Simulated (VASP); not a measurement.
# WS2 (Tungstenite) with rev-vdW-DF2: from relaxation to properties, part 5 of 8

How well does rev-vdW-DF2 reproduce what experiment finds for WS2 (Tungstenite)? The cell is relaxed first, and properties follow on it. The start is a cell from a database of measured crystal structures.

VASP 6.6.1, plane waves and PAW; the level of theory is named at each step.

So far, gap on the k-mesh (eV): step 2 (full relaxation (rev-vdW-DF2)) 1.03; step 6 (total and projected DOS (rev-vdW-DF2)) 1.00. The relaxed cell has a = 3.167, c = 12.360 Å (conventional setting).

## (8) Independent-particle dielectric function (rev-vdW-DF2)

Level of this step: rev-vdW-DF2; plane waves and PAW (W, S) (VASP).

LOPTICS sums transitions from filled to empty bands. NBANDS is raised for it.

Input file INCAR:

```
SYSTEM = WS2
PREC = Accurate
ENCUT = 400
EDIFF = 1E-06
NELM = 100
ISMEAR = 0
SIGMA = 0.05
LREAL = .FALSE.
ALGO = Normal
GGA = MK
AGGAC = 0
LUSE_VDW = .TRUE.
PARAM1 = 0.1234
PARAM2 = 0.711357
ZAB_VDW = -1.8867
LASPH = .TRUE.
NBANDS = 66
LORBIT = 11
LWAVE = .FALSE.
LCHARG = .FALSE.
KPAR = 4
LOPTICS = .TRUE.
NEDOS = 1500
CSHIFT = 0.1
```

Input file POSCAR:

```
WS2
1.0
    3.1666065991      0.0000000000      0.0000000000
   -1.5833032995      2.7423617586      0.0000000000
    0.0000000000      0.0000000000     12.3604180458
W S
2 4
Direct
    0.3333333333      0.6666666667      0.2500000000
    0.6666666667      0.3333333333      0.7500000000
    0.3333333333      0.6666666667      0.6223351266
    0.6666666667      0.3333333333      0.1223351266
    0.3333333333      0.6666666667      0.8776648734
    0.6666666667      0.3333333333      0.3776648734
```

Input file KPOINTS:

```
Automatic mesh
0
Gamma
13 13 3
0 0 0
```

PAW data sets: W and S (PBE family, release 64).

Started as:

```sh
> mpirun -np 4 vasp_std
```

Log:

```text
[... set-up lines as in an earlier step ...]
 entering main loop
       N       E                     dE             d eps       ncg     rms          rms(c)
DAV:   1     0.138078850243E+03    0.13808E+03   -0.11553E+04  5552   0.391E+02
DAV:   2    -0.328287557474E+02   -0.17091E+03   -0.15890E+03  6686   0.120E+02
DAV:   3    -0.414088994469E+02   -0.85801E+01   -0.84482E+01  6736   0.252E+01
DAV:   4    -0.414683232857E+02   -0.59424E-01   -0.59401E-01  6680   0.225E+00
DAV:   5    -0.414687798879E+02   -0.45660E-03   -0.45659E-03  6792   0.202E-01    0.394E+01
DAV:   6    -0.390668374062E+02    0.24019E+01   -0.11420E+00  7944   0.616E+00    0.164E+01
DAV:   7    -0.388192878217E+02    0.24755E+00   -0.73345E-01  6136   0.421E+00    0.994E+00
DAV:   8    -0.386529255183E+02    0.16636E+00   -0.25520E-01  7372   0.210E+00    0.994E-01
DAV:   9    -0.386455636244E+02    0.73619E-02   -0.47969E-02  6684   0.758E-01    0.903E-01
DAV:  10    -0.386460058102E+02   -0.44219E-03   -0.58136E-03  6524   0.183E-01    0.411E-01
DAV:  11    -0.386457628085E+02    0.24300E-03   -0.27389E-04  6398   0.574E-02    0.443E-01
DAV:  12    -0.386458140824E+02   -0.51274E-04   -0.93352E-05  6518   0.324E-02    0.103E-01
DAV:  13    -0.386458110337E+02    0.30487E-05   -0.16142E-05  6526   0.128E-02    0.656E-02
DAV:  14    -0.386458101372E+02    0.89649E-06   -0.19491E-06  6568   0.602E-03
   1 F= -.38645810E+02 E0= -.38645810E+02  d E =-.286291E-11
 optical routines
 imaginary and real dielectric function
 recalculating local potential from charge density
 direction            1
 direction            2
 direction            3
```

Run time: 1.8 min. Hardware: 4 MPI ranks of AMD EPYC 9R14 (Zen 4), shared host; peak memory 2.2 GiB; 6.2 min of CPU time.

From OUTCAR (step 8):

```text
   k-points           NKPTS =     42   k-points in BZ     NKDIM =     42   number of bands    NBANDS=     66

   NELECT =      36.0000    total number of electrons

 E-fermi :   6.3651

 k-point     1 :       0.0000    0.0000    0.0000
  band No.  band energies     occupation
    ...
     14       4.0326      2.00000
     15       4.0326      2.00000
     16       4.7149      2.00000
     17       4.9583      2.00000
     18       6.1603      2.00000
     19       8.4737      0.00000
     20       8.4737      0.00000
     21       8.4879      0.00000
     22       8.4879      0.00000
     23       8.4948      0.00000
    ...

  Total        0.0082198      0.0082198      0.0519529      0.0000000      0.0000000      0.0000000
  in kB        0.1226932      0.1226932      0.7754761      0.0000000      0.0000000      0.0000000
  external PRESSURE =       0.3402875 kB  Pullay stress =       0.0000000 kB

 POSITION                                       TOTAL-FORCE (eV/Angst)
 -----------------------------------------------------------------------------------
     -0.00000      1.82824      3.09010         0.000000      0.000000      0.000000
      1.58330      0.91412      9.27031         0.000000     -0.000000      0.000000
     -0.00000      1.82824      7.69232        -0.000000      0.000000      0.005891
      1.58330      0.91412      1.51211         0.000000      0.000000      0.005891
     -0.00000      1.82824     10.84830        -0.000000      0.000000     -0.005891
      1.58330      0.91412      4.66810         0.000000     -0.000000     -0.005891
 -----------------------------------------------------------------------------------
    total drift:                                0.000000     -0.000000      0.000000

  FREE ENERGIE OF THE ION-ELECTRON SYSTEM (eV)
  ---------------------------------------------------
  free  energy   TOTEN  =       -38.6458101372 eV

  energy  without entropy=      -38.6458101372  energy(sigma->0) =      -38.64581014

Total vdW correction in eV:      4.7021690

Total vdW correction in eV:      4.7021690

 plasma frequency squared (from intraband transitions) (eV^2)
  --------------------------------------------------------------------------------------
       0.000       0.000      -0.000
       0.000       0.000       0.000
       0.000       0.000       0.000

[... 7 parts as in an earlier step ...]

[... 9 further parts left out ...]
```

These are independent-particle spectra without excitons or local fields, and fine structure depends on the mesh and on CSHIFT.

This step gave:

| Item | Value |
| --- | --- |
| SCF cycles | 14 |
| bands | 66 |
| irreducible k-points | 42 |
| Fermi energy | 6.365 eV |
| pressure | 0.03403 GPa |
| conduction bottom at k | 0.1538, 0.1538, 0 |
| least direct gap at k | 0.3077, 0.3077, 0 |
| gap on the k-mesh | 0.9998 eV |
| least direct gap on the k-mesh | 2.002 eV |

The imaginary dielectric function has structure finer than the step of the table below, so its rows give means over 1 eV, whole bins alone (the curve runs from 0 to 25.0 eV). Peaks (eV: height): xx 2.9: 19.9, 4.6: 16.9; zz 6.1: 19.1, 8.8: 11.2.

The imaginary dielectric function by photon energy; means over each step:

```
photon energy (eV)     xx      zz
                 1  0.337  0.0770
                 2   6.12   0.443
                 3   18.3    4.28
                 4   13.9    5.51
                 5   13.2    11.1
                 6   10.2    15.7
                 7   7.08    7.64
                 8   4.61    7.97
                 9   4.23    9.68
                10   4.07    7.02
                11   4.39    4.57
                12   3.67    3.01
                13   2.79    1.99
                14   2.24    1.80
                15   1.71    1.88
                16   1.29    1.21
                17  0.945   0.699
                18  0.673   0.481
                19  0.520   0.397
                20  0.350   0.352
                21  0.252   0.238
                22  0.228   0.189
                23  0.188   0.192
                24  0.209   0.148
```

The real dielectric function by photon energy:

```
photon energy (eV)       xx       zz
                 0     14.5     9.37
                 1     15.8     9.71
                 2     23.9     11.2
                 3     10.8     12.0
                 4     5.42     12.1
                 5   0.0817     11.9
                 6   -0.772     3.96
                 7    -3.10  -0.0320
                 8    -1.61     2.87
                 9   -0.800    -1.51
                10   -0.468    -3.09
                11   -0.529    -3.92
                12    -2.26    -3.31
                13    -1.46    -2.26
                14    -1.27    -1.38
                15    -1.59    -1.90
                16    -1.38    -1.80
                17    -1.22    -1.30
                18   -0.902   -0.978
                19   -0.771   -0.705
                20   -0.511   -0.526
                21   -0.333   -0.361
                22   -0.193   -0.179
                23  -0.0417  -0.0573
                24   0.0444   0.0443
```

This mesh misses the point of the least direct gap (1.81 eV in the band run), so the true onset lies lower. The mean of ε2 over directions passes 5 % of its top at 1.66 eV, against a least direct gap of 2.00 eV on this mesh; what lies under the gap is the tail of the broadening by CSHIFT. The indirect gap (0.96 eV in the band run) doesn't show, since phonons are left out.

## (9) Optical spectrum (rev-vdW-DF2)

LOPTICS sums transitions from filled to empty bands. The mesh is finer than in the run before.

INCAR is that of step 8.

POSCAR is that of step 8.

Input file KPOINTS:

```
Automatic mesh
0
Gamma
14 14 4
0 0 0
```

Started as:

```sh
> mpirun -np 4 vasp_std
```

Log:

```text
[... set-up lines as in an earlier step ...]
 entering main loop
       N       E                     dE             d eps       ncg     rms          rms(c)
DAV:   1     0.136958184452E+03    0.13696E+03   -0.11554E+04  9504   0.390E+02
DAV:   2    -0.329909635247E+02   -0.16995E+03   -0.15806E+03 11492   0.120E+02
DAV:   3    -0.414111928364E+02   -0.84202E+01   -0.82936E+01 11632   0.250E+01
DAV:   4    -0.414683294719E+02   -0.57137E-01   -0.57116E-01 11504   0.221E+00
DAV:   5    -0.414687706378E+02   -0.44117E-03   -0.44115E-03 11654   0.199E-01    0.394E+01
DAV:   6    -0.390668389914E+02    0.24019E+01   -0.11431E+00 13660   0.616E+00    0.164E+01
DAV:   7    -0.388191609759E+02    0.24768E+00   -0.72460E-01 10518   0.421E+00    0.994E+00
DAV:   8    -0.386528987416E+02    0.16626E+00   -0.25598E-01 12626   0.210E+00    0.994E-01
DAV:   9    -0.386455648796E+02    0.73339E-02   -0.48015E-02 11376   0.758E-01    0.902E-01
DAV:  10    -0.386459944845E+02   -0.42960E-03   -0.58123E-03 11244   0.183E-01    0.410E-01
DAV:  11    -0.386457493783E+02    0.24511E-03   -0.27828E-04 10932   0.579E-02    0.441E-01
DAV:  12    -0.386458002599E+02   -0.50882E-04   -0.93397E-05 11116   0.324E-02    0.101E-01
DAV:  13    -0.386457972273E+02    0.30326E-05   -0.16210E-05 11070   0.128E-02    0.649E-02
DAV:  14    -0.386457963480E+02    0.87923E-06   -0.19101E-06 11248   0.594E-03
   1 F= -.38645796E+02 E0= -.38645796E+02  d E =-.151822E-10
 optical routines
 imaginary and real dielectric function
 recalculating local potential from charge density
 direction            1
 direction            2
 direction            3
```

Wall time 2.4 min (4 MPI ranks); peak memory 2.5 GiB; 8.3 min of CPU time.

From OUTCAR (step 9):

```text
   k-points           NKPTS =     72   k-points in BZ     NKDIM =     72   number of bands    NBANDS=     66

   NELECT =      36.0000    total number of electrons

 E-fermi :   6.3519

 k-point     2 :       0.0714   -0.0000    0.0000
  band No.  band energies     occupation
    ...
     14       3.8983      2.00000
     15       4.0356      2.00000
     16       4.8542      2.00000
     17       4.9712      2.00000
     18       5.9978      2.00000
     19       8.3925      0.00000
     20       8.3932      0.00000
     21       8.4085      0.00000
     22       8.4355      0.00000
     23       8.4595      0.00000
    ...

  Total        0.0082237      0.0082237      0.0523935      0.0000000      0.0000000     -0.0000000
  in kB        0.1227511      0.1227511      0.7820530      0.0000000      0.0000000     -0.0000000
  external PRESSURE =       0.3425184 kB  Pullay stress =       0.0000000 kB

 POSITION                                       TOTAL-FORCE (eV/Angst)
 -----------------------------------------------------------------------------------
     -0.00000      1.82824      3.09010        -0.000000     -0.000000      0.000000
      1.58330      0.91412      9.27031        -0.000000     -0.000000      0.000000
     -0.00000      1.82824      7.69232         0.000000      0.000000      0.005861
      1.58330      0.91412      1.51211        -0.000000      0.000000      0.005861
     -0.00000      1.82824     10.84830         0.000000     -0.000000     -0.005861
      1.58330      0.91412      4.66810         0.000000     -0.000000     -0.005861
 -----------------------------------------------------------------------------------
    total drift:                                0.000000     -0.000000      0.000000

  FREE ENERGIE OF THE ION-ELECTRON SYSTEM (eV)
  ---------------------------------------------------
  free  energy   TOTEN  =       -38.6457963480 eV

  energy  without entropy=      -38.6457963480  energy(sigma->0) =      -38.64579635

Total vdW correction in eV:      4.7021677

Total vdW correction in eV:      4.7021677

 plasma frequency squared (from intraband transitions) (eV^2)
  --------------------------------------------------------------------------------------
       0.000       0.000      -0.000
       0.000       0.000       0.000
      -0.000       0.000       0.000

[... 11 parts as in an earlier step ...]

[... 5 further parts left out ...]
```

Numbers from this step:

| Quantity | Value |
| --- | --- |
| irreducible k-points | 72 |
| Fermi energy | 6.352 eV |
| pressure | 0.03425 GPa |
| conduction bottom at k | 0.2143, 0.1429, 0 |
| least direct gap at k | 0.3571, 0.2857, 0 |
| gap on the k-mesh | 1.001 eV |
| least direct gap on the k-mesh | 1.964 eV |

The imaginary dielectric function has structure finer than the step of the table below, so its rows give means over 1 eV, whole bins alone (the curve runs from 0 to 25.0 eV). Peaks (eV: height): xx 2.7: 22.7, 4.5: 16.7; zz 5.9: 18.5, 9.0: 11.2.

The imaginary dielectric function by photon energy; means over each step:

| photon energy (eV) | xx | zz |
| --- | --- | --- |
| 1 | 0.343 | 0.0769 |
| 2 | 5.92 | 0.455 |
| 3 | 18.6 | 4.27 |
| 4 | 13.9 | 5.53 |
| 5 | 13.0 | 11.1 |
| 6 | 10.3 | 15.8 |
| 7 | 7.02 | 7.54 |
| 8 | 4.61 | 8.02 |
| 9 | 4.21 | 9.66 |
| 10 | 4.11 | 7.03 |
| 11 | 4.40 | 4.53 |
| 12 | 3.64 | 3.08 |
| 13 | 2.81 | 1.94 |
| 14 | 2.23 | 1.80 |
| 15 | 1.72 | 1.89 |
| 16 | 1.32 | 1.22 |
| 17 | 0.926 | 0.689 |
| 18 | 0.687 | 0.491 |
| 19 | 0.504 | 0.393 |
| 20 | 0.358 | 0.351 |
| 21 | 0.258 | 0.236 |
| 22 | 0.223 | 0.189 |
| 23 | 0.188 | 0.189 |
| 24 | 0.209 | 0.151 |

Real dielectric function against photon energy:

```
photon energy (eV)       xx       zz
               0.0     14.5     9.37
               0.5     14.8     9.45
               1.0     15.8     9.70
               1.5     18.2     10.2
               2.0     22.8     11.2
               2.5     24.8     13.7
               3.0     11.2     11.6
               3.5     5.42     11.2
               4.0     5.28     12.3
               4.5     4.59     12.6
               5.0   -0.182     11.4
               5.5    0.673     9.53
               6.0   -0.996     3.27
               6.5    -2.42    -3.19
               7.0    -2.79   -0.560
               7.5    -2.10     1.76
               8.0    -1.73     2.68
               8.5   -0.634     1.55
               9.0   -0.712    -1.27
               9.5   -0.285    -2.83
              10.0   -0.937    -3.31
              10.5   -0.269    -4.04
              11.0   -0.568    -3.73
              11.5    -1.27    -2.96
              12.0    -2.28    -3.21
              12.5    -1.51    -2.86
              13.0    -1.34    -2.08
              13.5    -1.80    -1.85
              14.0    -1.37    -1.50
              14.5    -1.66    -1.29
              15.0    -1.74    -1.87
              15.5    -1.41    -1.67
              16.0    -1.37    -1.73
              16.5    -1.37    -1.59
              17.0    -1.14    -1.28
              17.5    -1.05    -1.16
              18.0   -0.946   -0.975
              18.5   -0.842   -0.811
              19.0   -0.789   -0.650
              19.5   -0.616   -0.589
              20.0   -0.547   -0.525
              20.5   -0.447   -0.459
              21.0   -0.329   -0.368
              21.5   -0.243   -0.266
              22.0   -0.187   -0.154
              22.5   -0.121  -0.0977
              23.0  -0.0396  -0.0724
              23.5   0.0275  -0.0191
              24.0   0.0525   0.0524
              24.5   0.0522   0.0985
```

This mesh misses the point of the least direct gap (1.81 eV in the band run), so the true onset lies lower. The mean of ε2 over directions passes 5 % of its top at 1.66 eV, against a least direct gap of 1.96 eV on this mesh; what lies under the gap is the tail of the broadening by CSHIFT. The indirect gap (0.96 eV in the band run) doesn't show, since phonons are left out.

## (10) Core-level energies (rev-vdW-DF2)

Core levels shift with the potential at each site, so they tell like atoms on unlike sites apart.

Edit INCAR of step 9 so:

```diff
@@ -16,3 +16,3 @@
 LASPH = .TRUE.
-NBANDS = 66
+NBANDS = 24
 LORBIT = 11
@@ -21,4 +21,2 @@
 KPAR = 4
-LOPTICS = .TRUE.
-NEDOS = 1500
-CSHIFT = 0.1
+ICORELEVEL = 1
```

POSCAR is that of step 9.

Input file KPOINTS:

```
Automatic mesh
0
Gamma
10 10 3
0 0 0
```

Started as:

```sh
> mpirun -np 4 vasp_std
```

Log:

```text
[... set-up lines as in an earlier step ...]
 entering main loop
       N       E                     dE             d eps       ncg     rms          rms(c)
[... 14 cycles as in an earlier step ...]
   1 F= -.38645917E+02 E0= -.38645917E+02  d E =-.478358E-13
```

Run time: 65 s. Hardware: 4 MPI ranks; peak memory 1.9 GiB; 3.8 min of CPU time.

From OUTCAR (step 10):

```text
   NELECT =      36.0000    total number of electrons

 the core state eigenenergies are
   1-  1s -69457.2595  2s -11978.0411  2p -10471.6342  3s  -2750.7385  3p  -2304.8505
       3d  -1792.8125  4s   -559.1810  4p   -412.9605  4d   -227.8324  4f    -22.7053
       5s    -68.2849  5p    -32.4438
   2-  1s -69457.2595  2s -11978.0411  2p -10471.6342  3s  -2750.7385  3p  -2304.8505
       3d  -1792.8125  4s   -559.1810  4p   -412.9605  4d   -227.8324  4f    -22.7053
       5s    -68.2849  5p    -32.4438
   3-  1s  -2393.4452  2s   -199.5472  2p   -144.3173
   4-  1s  -2393.4452  2s   -199.5472  2p   -144.3173
   5-  1s  -2393.4452  2s   -199.5472  2p   -144.3173
   6-  1s  -2393.4452  2s   -199.5472  2p   -144.3173

 E-fermi :   6.3916

Total vdW correction in eV:      4.7021951

Total vdW correction in eV:      4.7021244

[... 20 parts as in an earlier step ...]

[... 1 further part left out ...]
```

These are scalar-relativistic Kohn-Sham levels of the ground state, with no core hole, so they are not binding energies.

This step gave:

```yaml
bands: 24
irreducible_k_points: 28
fermi_energy: 6.392 eV
pressure: 0.04002 GPa
conduction_bottom_at_k: 0.2, 0.2, 0
least_direct_gap_at_k: 0.3, 0.3, 0
gap_on_the_k_mesh: 1.029 eV
least_direct_gap_on_the_k_mesh: 2.114 eV
```

Kohn-Sham core levels. Core levels, by row:

```csv
atom,shell,level below the valence-band top (eV)
W1,1s,69463
W1,2s,11984
W1,2p,10478
W1,3s,2757
W1,3p,2311
W1,3d,1799
W1,4s,565.3
W1,4p,419.1
W1,4d,234
W1,4f,28.87
W1,5s,74.45
W1,5p,38.6
W2,1s,69463
W2,2s,11984
W2,2p,10478
W2,3s,2757
W2,3p,2311
W2,3d,1799
W2,4s,565.3
W2,4p,419.1
W2,4d,234
W2,4f,28.87
W2,5s,74.45
W2,5p,38.6
S3,1s,2400
S3,2s,205.7
S3,2p,150.5
S4,1s,2400
S4,2s,205.7
S4,2p,150.5
S5,1s,2400
S5,2s,205.7
S5,2p,150.5
S6,1s,2400
S6,2s,205.7
S6,2p,150.5
```

Atoms of one element give levels within 0.1 eV of each other.

(Part 5 of 8 ends here.)

[Lines on the potential files, build, host, timing and source positions are cut from VASP's logs without a mark.]

[Logs are printed without paths, hosts, clocks, repeated set-up lines and the standing remarks that a program may print on its own settings, such as how far it seeks lower states.]

[Hosts, paths, dates, database ids (printed as entryN), source tags and the programs' standing remarks are cut or masked in the printed files.]

[Measured values are set beside computed ones only where the two were judged alike; some that the calculation misses by far are left out.]
